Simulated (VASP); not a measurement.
GaN (zinc blende): the lattice constant a from VASP (plane waves, PAW) at several levels of theory. Static lattice.  The measured value holds thermal and zero-point effects that the static calculation lacks.

```csv
level,lattice constant a (Å),error against measurement
LDA,4.464,-0.8 %
PBE,4.550,+1.1 %
PBEsol,4.497,-0.1 %
RPBE,4.584,+1.9 %
AM05,4.495,-0.1 %
PBE-D3(BJ),4.519,+0.4 %
PBE-D4,4.503,+0.1 %
optB88-vdW,4.540,+0.9 %
rev-vdW-DF2,4.526,+0.6 %
revTPSS,4.522,+0.5 %
SCAN,4.500,+0.0 %
r2SCAN,4.507,+0.2 %
r2SCAN+rVV10,4.497,-0.1 %
```

Measured: 4.500 Å at 300 K (as given by I. Vurgaftman et al., Journal of Applied Physics (2001), doi:10.1063/1.1368156).

The cell of the LDA run:

```cif
data_Ga4N4
_chemical_formula_sum 'Ga4 N4'
_space_group_name_H-M_alt 'F-43m'
_space_group_IT_number 216
_space_group_name_Hall 'F -4 2 3'
_cell_length_a 4.46418
_cell_length_b 4.46418
_cell_length_c 4.46418
_cell_angle_alpha 90.000
_cell_angle_beta 90.000
_cell_angle_gamma 90.000
loop_
_atom_site_label
_atom_site_type_symbol
_atom_site_symmetry_multiplicity
_atom_site_Wyckoff_symbol
_atom_site_fract_x
_atom_site_fract_y
_atom_site_fract_z
_atom_site_occupancy
Ga1 Ga 4 a 0.00000 0.00000 0.00000 1
N1 N 4 d 0.75000 0.75000 0.75000 1
```
(The calculation used a cell of 2 atoms; values per cell refer to that cell.)

Only levels that ran to the end are used. Left out are those held back, those with too coarse a band path, GW runs whose mesh misses a band edge, hybrids' fits of cells that aren't cubic and levels without matching references; a question may draw on a part of the rest.

The compound is GaN in the zinc blende structure, a metastable form; wurtzite is the usual one.
